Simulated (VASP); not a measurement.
Here is the system:

```
CELL_PARAMETERS angstrom
      1.76230    -3.05240     0.00000
      1.76230     3.05240     0.00000
      0.00000     0.00000     5.41869
ATOMIC_POSITIONS crystal
  Er 0.33333 0.66667 0.25000
  Er 0.66667 0.33333 0.74539
```

Level of theory: PBEsol GGA, VASP's PBE PAW potentials (set 64) (plane waves; VASP). Settings: 480 eV cut-off, 12×12×6 Γ-centred mesh, first-order Methfessel-Paxton smearing of 0.10 eV, potentials Er_3.

The 4f electrons are frozen in the core of the lanthanide potential, so 4f levels, which can set the real gap, and their magnetism are missing.

Problem. Which forces act on the atoms, in eV/Å?

Solution. 
```json
[
 {"atom": "Er1", "Fx": "0.000", "Fy": "0.000", "Fz": "-0.117"},
 {"atom": "Er2", "Fx": "0.000", "Fy": "0.000", "Fz": "0.117"}
]
```

Problem. Give the stress tensor in GPa (positive for a compressed cell).

Solution. 
```
0.01  0.00  0.00
0.00  0.01  0.00
0.00  0.00  0.23
```
The pressure is its mean diagonal, 0.08 GPa.

The compound is Er in the hcp structure. This cell was strained or had an atom moved on purpose.
